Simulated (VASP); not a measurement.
VSi (relaxed from the NbAs structure, space group I4_1md): computed properties

All values below come from PBEsol GGA, VASP's PBE PAW potentials (set 64) (plane waves; VASP 6.6.1).

* **space group**: I4_1md (109)
* **cell**: a = b = 3.2274 Å, c = 10.7149 Å, α = β = γ = 90.00°
* **volume per atom**: 13.95 Å^3/atom
* **band gap (over mesh and band path)**: none (metal, semimetal or under 0.01 eV)
* **cell moment**: 0.00 μB
* **density**: 4.70 g/cm³

```xyz
4
Lattice="-1.6137 1.6137 5.3575 1.6137 -1.6137 5.3575 1.6137 1.6137 -5.3575" Properties=species:S:1:pos:R:3 pbc="T T T"
V      1.6137     1.6137     2.6528
V      1.6137     0.0000     5.3315
Si     0.0000     0.0000     1.8046
Si     0.0000     1.6137     4.4833
```
Starting moments (μB, in the order of the record's atoms V V Si Si): 0.1 0.1 0.0 0.0.

The structure was generated: VSi was put into the NbAs type (I4_1md), which need not be its known phase. It was relaxed first. Symmetry was kept, so distortions that lower it aren't found.
